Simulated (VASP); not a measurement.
Consider the following.

```yaml
crystal:
  lattice:
    - [4.00018, 0.00000, 0.00000]
    - [0.00000, 4.00018, 0.00000]
    - [0.00000, 0.00000, 4.00018]
  atoms:
    - { symbol: K, position: [0.00000, 0.00000, 0.00000] }
    - { symbol: Mg, position: [0.50000, 0.50000, 0.50000] }
    - { symbol: F, position: [0.50000, 0.00000, 0.50000] }
    - { symbol: F, position: [0.00000, 0.50000, 0.50000] }
    - { symbol: F, position: [0.50000, 0.50000, 0.00000] }
```

All values below come from rev-vdW-DF2, VASP's PBE PAW potentials (set 64) (plane waves; VASP 6.6.1). Run with 520 eV cut-off, 6×6×6 Γ-centred mesh, tetrahedra with Blöchl corrections, potentials K_sv Mg F.

Predict the energy per atom (σ→0), band gap (on the k-mesh) with the smallest direct gap where there is one.

band gap (on the k-mesh): 7.21 eV
smallest direct gap (on the k-mesh): 7.53 eV
energy per atom (σ→0): -3.366 eV/atom

The absolute energy has meaning only against runs of the same code, potentials and settings.

The compound is KMgF3 in the cubic perovskite structure. It was relaxed first.
